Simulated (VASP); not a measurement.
Given:

```
CELL_PARAMETERS angstrom
      2.54239     0.00000     0.00000
     -1.27120     2.20178     0.00000
      0.00000     0.00000     4.20491
ATOMIC_POSITIONS crystal
  B  0.33333 0.66667 0.00025
  B  0.66667 0.33333 0.50025
  N  0.33333 0.66667 0.37475
  N  0.66667 0.33333 0.87475
```

Calculation: PBEsol GGA, VASP's PBE PAW potentials (set 64) (plane waves; VASP). Settings: 530 eV cut-off, 9×9×5 Γ-centred mesh, Gaussian smearing of 0.050 eV, potentials B N.

**Question.** What does the run give for the energy per atom (σ→0), band gap (on the k-mesh) with the smallest direct gap where there is one?

**Answer.** 
```json
{
  "band gap (on the k-mesh)": "4.95 eV",
  "smallest direct gap (on the k-mesh)": "8.20 eV",
  "energy per atom (σ→0)": "-9.157 eV/atom"
}
```

The absolute energy has meaning only against runs of the same code, potentials and settings.

The compound is BN in the wurtzite structure, a metastable high-pressure form. It was relaxed first.
